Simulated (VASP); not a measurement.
VASP input:

### KPOINTS
```
kpoints
0
gamma
 15 15 15
0 0 0
```

**POSCAR**
```
W
1.0
 -1.5785728233   1.5785728233   1.5785728233
  1.5785728233  -1.5785728233   1.5785728233
  1.5785728233   1.5785728233  -1.5785728233
W
1
direct
  0.0000000000   0.0000000000   0.0000000000
```

INCAR:
```
SYSTEM=W
PREC=Accurate; ENCUT=400; LREAL=.False.
LASPH=.True.
EDIFF=1E-8; NELM=100; ALGO=Normal
LMAXMIX=6
ISMEAR=1; SIGMA=0.1
GGA=PS
IBRION=1; NSW=30; ISIF=2
EDIFFG=-0.001
LWAVE=.False.; LCHARG=.False.
```

POTCAR, in this order: W_sv (PBE.64 set). Program: vasp_std.

Q: Write an equivalent input for Quantum ESPRESSO's pw.x.

A: One equivalent input (not run):
```
&CONTROL
  calculation = 'relax'
  pseudo_dir = './pseudo'
  outdir = './out'
  tprnfor = .true.
  tstress = .true.
  nstep = 30
  forc_conv_thr = 3.9e-05
/
&SYSTEM
  ibrav = 0
  nat = 1
  ntyp = 1
  ecutwfc = 74
  occupations = 'smearing'
  smearing = 'methfessel-paxton'
  degauss = 0.00735
  input_dft = 'pbesol'
/
&ELECTRONS
  conv_thr = 7.3e-10
  electron_maxstep = 100
/
&IONS
/
ATOMIC_SPECIES
  W 183.840 W.upf
CELL_PARAMETERS angstrom
    -1.5785728    1.5785728    1.5785728
     1.5785728   -1.5785728    1.5785728
     1.5785728    1.5785728   -1.5785728
ATOMIC_POSITIONS crystal
  W    0.0000000  0.0000000  0.0000000
K_POINTS automatic
  15 15 15 0 0 0
```
What does not carry over: the potentials are each code's own (VASP's PAW set, PseudoDojo norm-conserving files in pw.x), so ENCUT and ecutwfc are chosen apart and not converted; conv_thr bounds pw.x's estimated SCF error, while EDIFF bounds the energy change between steps; forc_conv_thr acts on force components and is met together with etot_conv_thr.

The compound is W in the bcc structure. It was relaxed first. The start is the result of an earlier pass.
